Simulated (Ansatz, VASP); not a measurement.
# Cross-check of ErCdCu4 between VASP and Ansatz, part 2 of 2

Wanted: the spread between two codes on one cell, functional and k mesh.  Valence electrons are named where the data sets of a main pair hold unlike numbers.

VASP 6.6.1 and Ansatz 0.2.0.

So far: The starting structure; VASP: single point, PBEsol.

In doubt: a part-filled 4f shell, where there is one, can sit in one of many states, so energies may not be the lowest and differences between runs may mislead; derivatives with an open 4f shell can jump between states, which bears on forces and vibrations.

**3. Ansatz: single point, PBEsol**

Level of this step: Ansatz beside VASP: Kohn-Sham DFT, plane waves, PBEsol (Ansatz).

Ansatz runs on its default PAW (the set named soft_2) files.

The same cell, functional, mesh and smearing now go to Ansatz, which takes its cutoff from its data sets.

Input file input.yaml:

```yaml
crystal:
  lattice:
    - [0.0, 3.5885, 3.5885]
    - [3.5885, 0.0, 3.5885]
    - [3.5885, 3.5885, 0.0]
  atoms:
    - { symbol: Er, position: [0.25, 0.25, 0.25], spin: 3.0 }
    - { symbol: Cd, position: [0.0, 0.0, 0.0] }
    - { symbol: Cu, position: [0.12278, 0.62574, 0.62574], spin: -0.6 }
    - { symbol: Cu, position: [0.62574, 0.62574, 0.62574], spin: -0.6 }
    - { symbol: Cu, position: [0.62574, 0.62574, 0.12278], spin: -0.6 }
    - { symbol: Cu, position: [0.62574, 0.12278, 0.62574], spin: -0.6 }
hamiltonian:
  xc: pbesol
  pseudopotentials: { kind: paw }
magnetization:
  spin_polarized: true
kpoints:
  mp_grid: { grid: [4, 4, 4] }
scf:
  occupations: { method: methfessel_paxton, width: 0.05 }
  n_extra_bands: 9
output:
  forces: true
  stress: true
  eigenvalues: true
```

On the command line:

```bash
ansatz run input.yaml --threads 4 --pin off --max-ram 9216MiB --backend cpu --events-out ev --progress --plain --runs-dir out
```

Numbers of over 12 decimals in the logs are rounded to 6 here.

The log of the run:

```text
Warning: the band count 68 (scf.n_extra_bands) hosts the net moment |M| = 0.6000 μB (N_el = 118) but caps the reachable moment at 2·n_bands − N_el = 18.0000 μB, below the 75 bands that the automatic rule leaves for it — a moment growing past the seed, or the majority channel's smearing tail, pins there with fewer empty majority states than that count leaves; raise or omit scf.n_extra_bands unless the cap is intended
scf.n_extra_bands = 9 over 59 filled bands (N_el = 118.0): the run solves 68 bands
Engine: ansatz 0.2.0, aarch64-unknown-linux-gnu
Pseudopotentials: kind: paw
Pseudopotential: Er, paw, valence charge 22, recommended cutoff 420 eV (normal), Er.paw.azcp
Pseudopotential: Cd, paw, valence charge 20, recommended cutoff 420 eV (normal), Cd.paw.azcp
Pseudopotential: Cu, paw, valence charge 19, recommended cutoff 420 eV (normal), Cu.paw.azcp
Functional definition: PBEsol
  exchange = pbesol_x
  correlation = pbesol_c
Crystal: 6 atoms, lattice volume = 92.421 Å³
Basis set: ecut = 420 eV, 1807 PW (Γ), exchange–correlation on 72×72×72 points (8 copies of the dense FFT grid, shifted against one another)
Bands: 68, of which v1, the nominal top of the filled ones, is band 59 counted from 1 (58 counted from 0)
Symmetry: 24 space group operations
Space group: F-43m (ITA 216), of the structure as read, at distance tolerance 4.5e-5 Å
Magnetic group: BNS 216.74 (UNI 1576), of the structure as read, at distance tolerance 4.5e-5 Å
k-points: 8 of 64 (time reversal used)
Non-local potential: Er, projectors of the file, l = 0: 3, l = 1: 2, l = 2: 2, l = 3: 3
Non-local potential: Cd, projectors of the file, l = 0: 3, l = 1: 2, l = 2: 2, l = 3: 1
Non-local potential: Cu, projectors of the file, l = 0: 3, l = 1: 2, l = 2: 3, l = 3: 1
PAW form: soft (Blöchl's): semilocal exchange-correlation on the pseudo side does not see the compensation charge
PAW frozen core: Er, regenerated for the run's functional, and the local potential with it (the file was generated under x = pbe(κ = 0.804, μ = 0.219515), c = pbe(β = 0.066725))
PAW frozen core: Cd, regenerated for the run's functional, and the local potential with it (the file was generated under x = pbe(κ = 0.804, μ = 0.219515), c = pbe(β = 0.066725))
PAW frozen core: Cu, regenerated for the run's functional, and the local potential with it (the file was generated under x = pbe(κ = 0.804, μ = 0.219515), c = pbe(β = 0.066725))
PAW one-centre angular grid: Er, 590 points (default); XC on 64 Gauss nodes
PAW one-centre angular grid: Cd, 590 points (default); XC on 64 Gauss nodes
PAW one-centre angular grid: Cu, 590 points (default); XC on 64 Gauss nodes
Initial density: superposition of atomic densities (chi_scale 0.1, normalization cell, long waves kept (reshape's long-wave potential 0.00 eV rms))
Starting moments: Σ|m| = 5.4 μB on 5 of 6 sites
Initial wavefunctions: pseudopotential atomic-orbital guess
Functional: x = pbesol(κ = 0.804, μ = 0.123457), c = pbesol(β = 0.046)
SCF iter   1: F=—  HF=-46528.653253 eV  |F-HF|=—  |Δ(HF+E_count)|=         —  Δρ=2.37e-1 (↑2.34e-1 ↓2.37e-1)  dr2=1.66e2  dr2_m=2.30e-1  M=1.942 μB ∫|m|=2.828 μB  β_m=0.30  ethr=3.10e-3  ⟨swp⟩=5.2  Hψ=4268  notcnv=0  defer=1
Mixer restart at iter 1: flushing history
preconditioner: auto → Kerker (q_TF=auto, 2.842 Å⁻¹)  [metal: Δε(μ)=0.010 eV  Ē_g=6.876 eV  σ=0.050 eV  W_gap=0.11  n_scr=26 (ndim 8)  ℏωp=33.7 eV  f_vac=0.000  D(μ)=27.07/eV (n_scr^D=608)]
spin=Collinear: Kerker preconditioning applied to the charge; magnetization (m = ρ↑ − ρ↓) channel mixes plain (no charge-response kernel on spin).
SCF iter   2: F=—  HF=-46518.856503 eV  |F-HF|=—  |Δ(HF+E_count)|=    9.80e0  Δρ=7.07e-2 (↑7.07e-2 ↓6.70e-2)  dr2=8.27e0  dr2_m=9.12e-2  M=2.159 μB ∫|m|=2.846 μB  β_m=0.27  ethr=3.10e-3  ⟨swp⟩=4.0  Hψ=3049  notcnv=0  defer=28
SCF iter   3: F=—  HF=-46514.523069 eV  |F-HF|=—  |Δ(HF+E_count)|=    4.33e0  Δρ=2.51e-2 (↑2.15e-2 ↓2.51e-2)  dr2=3.06e0  dr2_m=5.14e-2  M=1.991 μB ∫|m|=2.766 μB  β_m=0.40  ethr=3.10e-3  ⟨swp⟩=3.0  Hψ=2436  notcnv=0  defer=27
SCF iter   4: F=—  HF=-46513.597542 eV  |F-HF|=—  |Δ(HF+E_count)|=   9.26e-1  Δρ=1.49e-2 (↑1.42e-2 ↓1.49e-2)  dr2=1.10e0  dr2_m=1.29e-2  M=2.194 μB ∫|m|=2.581 μB  β_m=0.58  ethr=2.59e-3  ⟨swp⟩=2.8  Hψ=1902  notcnv=0  defer=25
SCF iter   5: F=—  HF=-46513.564274 eV  |F-HF|=—  |Δ(HF+E_count)|=   3.33e-2  Δρ=1.46e-2 (↑1.46e-2 ↓1.29e-2)  dr2=3.85e-1  dr2_m=8.20e-3  M=2.538 μB ∫|m|=2.551 μB  β_m=0.79  ethr=9.35e-4  ⟨swp⟩=2.9  Hψ=2228  notcnv=0  defer=27
SCF iter   6: F=—  HF=-46513.636263 eV  |F-HF|=—  |Δ(HF+E_count)|=   7.20e-2  Δρ=1.62e-2 (↑9.25e-3 ↓1.62e-2)  dr2=5.35e-1  dr2_m=1.62e-2  M=2.744 μB ∫|m|=2.753 μB  β_m=0.61  ethr=3.26e-4  ⟨swp⟩=3.2  Hψ=2308  notcnv=0  defer=26
SCF iter   7: F=—  HF=-46513.628175 eV  |F-HF|=—  |Δ(HF+E_count)|=   8.09e-3  Δρ=7.63e-3 (↑3.44e-3 ↓7.63e-3)  dr2=1.35e-1  dr2_m=9.44e-3  M=2.782 μB ∫|m|=2.790 μB  β_m=0.81  ethr=3.26e-4  ⟨swp⟩=3.3  Hψ=2113  notcnv=0  defer=26
SCF iter   8: F=—  HF=-46513.644131 eV  |F-HF|=—  |Δ(HF+E_count)|=   1.60e-2  Δρ=4.41e-3 (↑1.36e-3 ↓4.41e-3)  dr2=4.27e-2  dr2_m=2.40e-3  M=2.800 μB ∫|m|=2.807 μB  β_m=0.90  ethr=1.14e-4  ⟨swp⟩=2.2  Hψ=1397  notcnv=0  defer=26
[...]
preconditioner: auto → Kerker (q_TF=auto, 2.842 Å⁻¹)  [metal: Δε(μ)=0.004 eV  Ē_g=8.140 eV  σ=0.050 eV  W_gap=0.06  n_scr=26 (ndim 8)  ℏωp=33.7 eV  f_vac=0.000  D(μ)=11.57/eV (n_scr^D=168)]
spin=Collinear: Kerker preconditioning applied to the charge; magnetization (m = ρ↑ − ρ↓) channel mixes plain (no charge-response kernel on spin).
[...]
SCF iter  18: F=-46513.679922 eV  HF=-46513.679922 eV  |F-HF|=1.03e-8  |Δ(HF+E_count)|=   2.08e-8  S|Δr|=    0.00e0  Δρ=3.47e-6 (↑1.45e-6 ↓3.47e-6)  dr2=9.83e-9  dr2_m=3.08e-9  M=2.560 μB ∫|m|=2.675 μB  ethr=8.47e-11  ⟨swp⟩=8.9  Hψ=4671  notcnv=0
SCF 4 converged in 18 iterations: F = -46513.679922 eV  dr2 = 9.83e-9
iter 1 solved again at ethr=2.73e-10 eV; its pass at ethr=3.10e-3 eV (dr2=3.22e-7 eV) is discarded
SCF iter   1: F=—  HF=-46513.829469 eV  |F-HF|=—  |Δ(HF+E_count)|=         —  Δρ=1.61e-6 (↑1.12e-6 ↓1.61e-6)  dr2=4.92e-9  dr2_m=2.80e-10  M=2.729 μB ∫|m|=2.730 μB  β_m=0.30  ethr=2.73e-10  ⟨swp⟩=6.4  Hψ=9548  notcnv=0
preconditioner: auto → Kerker (q_TF=auto, 2.842 Å⁻¹)  [metal: Δε(μ)=0.049 eV  Ē_g=8.154 eV  σ=0.100 eV  W_gap=0.12  n_scr=26 (ndim 8)  ℏωp=33.7 eV  f_vac=0.000  D(μ)=8.05/eV (n_scr^D=112)]
spin=Collinear: Kerker preconditioning applied to the charge; magnetization (m = ρ↑ − ρ↓) channel mixes plain (no charge-response kernel on spin).
SCF iter   2: F=-46513.829469 eV  HF=-46513.829469 eV  |F-HF|=1.62e-7  |Δ(HF+E_count)|=   2.75e-9  Δρ=1.20e-5 (↑1.29e-6 ↓1.20e-5)  dr2=1.30e-7  dr2_m=3.10e-8  M=2.729 μB ∫|m|=2.730 μB  ethr=4.17e-12  ⟨swp⟩=4.2  Hψ=3912  notcnv=0
SCF 5 converged in 2 iterations: F = -46513.829469 eV  dr2 = 1.30e-7
Symmetry: 3 space group operations
k-points: 14 of 64 (time reversal used)
iter 1 solved again at ethr=1.10e-10 eV; its pass at ethr=8.47e-7 eV (dr2=1.30e-7 eV) is discarded
SCF iter   1: F=—  HF=-46513.829469 eV  |F-HF|=—  |Δ(HF+E_count)|=         —  Δρ=1.20e-5 (↑1.29e-6 ↓1.20e-5)  dr2=1.30e-7  dr2_m=3.10e-8  M=2.729 μB ∫|m|=2.730 μB  ethr=1.10e-10  ⟨swp⟩=1.0  Hψ=8092  notcnv=0
preconditioner: auto → Kerker (q_TF=auto, 2.842 Å⁻¹)  [metal: Δε(μ)=0.049 eV  Ē_g=8.154 eV  σ=0.100 eV  W_gap=0.12  n_scr=26 (ndim 8)  ℏωp=33.7 eV  f_vac=0.000  D(μ)=8.04/eV (n_scr^D=112)]
spin=Collinear: Kerker preconditioning applied to the charge; magnetization (m = ρ↑ − ρ↓) channel mixes plain (no charge-response kernel on spin).
SCF iter   2: F=—  HF=-46513.829318 eV  |F-HF|=—  |Δ(HF+E_count)|=   1.50e-4  Δρ=1.80e-3 (↑3.61e-4 ↓1.80e-3)  dr2=3.53e-3  dr2_m=6.37e-4  M=2.747 μB ∫|m|=2.747 μB  ethr=8.47e-7  ⟨swp⟩=2.0  Hψ=7535  notcnv=0
SCF iter   3: F=—  HF=-46513.829306 eV  |F-HF|=—  |Δ(HF+E_count)|=   1.25e-5  Δρ=1.40e-4 (↑7.59e-5 ↓1.40e-4)  dr2=3.73e-5  dr2_m=2.62e-6  M=2.729 μB ∫|m|=2.730 μB  ethr=8.47e-7  ⟨swp⟩=1.8  Hψ=4218  notcnv=0
SCF iter   4: F=—  HF=-46513.829468 eV  |F-HF|=—  |Δ(HF+E_count)|=   1.62e-4  Δρ=2.46e-5 (↑5.17e-6 ↓2.46e-5)  dr2=7.23e-7  dr2_m=1.34e-7  M=2.729 μB ∫|m|=2.730 μB  ethr=5.17e-8  ⟨swp⟩=1.4  Hψ=3938  notcnv=0
SCF iter   5: F=-46513.829469 eV  HF=-46513.829469 eV  |F-HF|=5.61e-9  |Δ(HF+E_count)|=   6.48e-7  Δρ=1.88e-6 (↑7.91e-7 ↓1.88e-6)  dr2=5.69e-9  dr2_m=5.04e-10  M=2.729 μB ∫|m|=2.730 μB  ethr=8.47e-11  ⟨swp⟩=2.1  Hψ=4985  notcnv=0
an SCF along what the orbitals of the run's state read of its open shells (or to have them read: on a GPU, or by another smearing), with 21 of the crystal's symmetry operations given up (14 k-points in place of 8), reached no lower state that the run goes on to. This is no proof of a minimum
this state was not tested for a lower state beside it, because cold or Methfessel-Paxton smearing, or corrected tetrahedra, fill the levels in a way that the test cannot read (fill_not_monotonic; see scf.lower_state_search)
SCF converged after 18 iterations
Magnetization: 2.5597 μB (60.2798 up, 57.7202 down)
Absolute magnetization: 2.6733 μB (∫|ρ↑−ρ↓|, with the PAW one-centre terms)
Spin contamination: 0.2525 ħ² per cell (⟨S²⟩ above its minimum at these occupations)
Per-site moments (μB) at R_I (Å): [(2.601493, 1.228030), (-0.00812028, 1.226709), (-0.00589289, 1.040503), (-0.00589289, 1.040503), (-0.00589289, 1.040503), (-0.00589289, 1.040503)]
Free energy (F): -46513.679922 eV
Harris-Foulkes:  -46513.679922 eV  (|F-HF|=1.03e-8)
Internal energy: -46513.676829 eV  (E = F + TS)
E sigma→0 (E₀):  -46513.679149 eV
Entropy (-TS):   -0.003093 eV (-0.516 meV/atom)
Fermi energy:    15.920200 eV
--- Per-component energies (eV) ---
  E_band       = -1754.329596
  E_kinetic    = 2087.648275
  E_local      = -23918.642095  (includes V_loc(G=0)·N_el)
  E_nonlocal   = 2265.893841
  E_hartree    = 10592.062457
  E_xc         = -728.379088
  E_vxc        = -914.065323  (∫ρ·V_xc dr)
  E_paw        = -17527.380995  (= ΣΔE_a)
  E_vpaw       = -2459.286335  (= ΣTr[D̂ρ^β])
  E_aug_tail   = 0.001070  (compensation charges beyond the density's cutoff)
  E_ewald      = -19287.015771
  E_core_change = 2.135477  (= ΣΔE_core)
  E_smearing   = -0.003093  (= −TS)
  E_closure    = 0.000000  (closes the sum)
  Σ components = -46513.679922   (vs F -46513.679922, Δ=0.00e0)
--- Forces (eV/Å), atoms counted from 1 ---
  atom   1  Er    -0.00000000    -0.00000000     0.00000000
  atom   2  Cd    -0.00000000     0.00000000     0.00000000
  atom   3  Cu    -0.01192496     0.01192496     0.01192496
  atom   4  Cu    -0.01192496    -0.01192496    -0.01192496
  atom   5  Cu     0.01192496     0.01192496    -0.01192496
  atom   6  Cu     0.01192496    -0.01192496     0.01192496
  max |Σ_I F_I| component: 6.25e-17 eV/Å
--- Stress (GPa, compression-positive) ---
       -3.865087      -0.000000      -0.000000
       -0.000000      -3.865087      -0.000000
       -0.000000      -0.000000      -3.865087
  P = ⅓ Tr σ = -3.8651 GPa (-38.651 kbar)
--- Band table (eV; the first three rows and the last of 16) ---
  k-point 0 ↑: bands = [... 55 lower, 14.4826, 14.4826, 15.4931, 15.4931, 15.4931, 15.8417, 17.2038, 17.2038, ... 5 higher]
  k-point 1 ↑: bands = [... 55 lower, 14.0369, 14.0498, 14.4825, 15.7321, 15.7357, 15.9360, 17.3662, 17.3664, ... 5 higher]
  k-point 2 ↑: bands = [... 55 lower, 13.9617, 13.9617, 14.4825, 15.8115, 16.0055, 16.0055, 17.8835, 17.8835, ... 5 higher]
  k-point 7 ↓: bands = [... 55 lower, 15.2793, 15.2825, 16.0263, 16.0653, 16.0950, 17.1711, 18.0732, 18.3801, ... 5 higher]
```

Elapsed: 59 s, on 4 threads of Arm Neoverse V1, shared host; peak memory 0.88 GiB.

The column dr2 measures how far the density is from self-consistency, as an energy; F and HF (Harris–Foulkes) agree once it is small.

The run ends at a pressure of -3.87 GPa, with forces up to 0.021 eV/Å.

**4. Comparison**

Known differences besides the potentials themselves: the data sets hold 118 valence electrons in Ansatz (on its default PAW (the set named soft_2) files) and 78 in VASP; Ansatz makes its cores anew for this functional, VASP keeps those of its PBE data sets; site moments are counted in spheres of each program's own size. Total energies have different zeros and are not compared.

Both answers:

```tsv
quantity	Ansatz	VASP	difference
pressure (GPa)	-3.87	-4.19	+0.33
pressure without Ansatz's Pulay correction (GPa)	-3.93	-4.19	+0.26
total moment (μB)	2.56	3.43	-0.87
moment on Er1 (μB)	2.60	2.61	-0.01
moment on Cu3 (μB)	-0.01	0.10	-0.11
moment on Cu4 (μB)	-0.01	0.10	-0.11
moment on Cu5 (μB)	-0.01	0.10	-0.11
moment on Cu6 (μB)	-0.01	0.10	-0.11
```

At this near-relaxed geometry the largest component of a force difference is 19 meV/Å. VASP's last cycles still show a density residual of 3e-03, so its state may not be settled. By their total or site moments the two runs ended in different magnetic states; the other differences may follow from that, so they don't measure the programs' precision. Ansatz's pressure holds a Pulay correction of 0.07 GPa; VASP's holds none.

**5. Other set-ups**

Further runs change the set-up of one program: Ansatz's method, potentials or start, or VASP's data sets, cutoff or form of LDA. The table gives Ansatz less VASP for each quantity, since a change that brings one quantity closer may part another.

```tsv
run	r.m.s. force difference (meV/Å)	pressure (GPa)	total moment (μB)	pressure without Ansatz's Pulay correction (GPa)
as above	15	0.33	-0.87	0.26
a start from the moments at which VASP ended, with Ansatz's search for lower states switched off	12	0.28	-0.59	0.21
cores kept as stored	15	0.34	-0.87	0.26
Ansatz's larger PAW set (cutoff 1050 eV)	16	0.36	-0.88
```

**6. Outcome**

```
difference in total moment (single point, PBEsol) : -0.87 μB
r.m.s. force difference (single point, PBEsol)    : 15 meV/Å
```

**Reading.** The r.m.s. force difference is 15 meV/Å (single point, PBEsol), beyond the 12 meV/Å picked in this series as the mark of a large difference. The data sets hold unlike numbers of valence electrons (118 in Ansatz and 78 in VASP), so part of the differences comes from the potentials. The runs of the single point, PBEsol pair ended with unlike moments, so it says little about numerical agreement. By the marks of this series, far apart in the single point, PBEsol pair: the r.m.s. force difference, 15 meV/Å. Single point, PBEsol, a start from the moments at which VASP ended, with Ansatz's search for lower states switched off: the difference in total moment goes from -0.87 to -0.59 μB. In Ansatz the state reached from VASP's moments (total 2.84 μB) lies 6 meV/atom above the first one. 2 further runs of this series are not shown here. How closely two codes agree says nothing of how well the functional describes the real material.

[Lines on the potential files, build, host, timing and source positions are cut from VASP's logs without a mark.]

[Logs are printed without paths, hosts, clocks, repeated set-up lines and the standing remarks that a program may print on its own settings, such as how far it seeks lower states.]

[Hosts, paths, dates, database ids (printed as entryN), source tags and the programs' standing remarks are cut or masked in the printed files.]
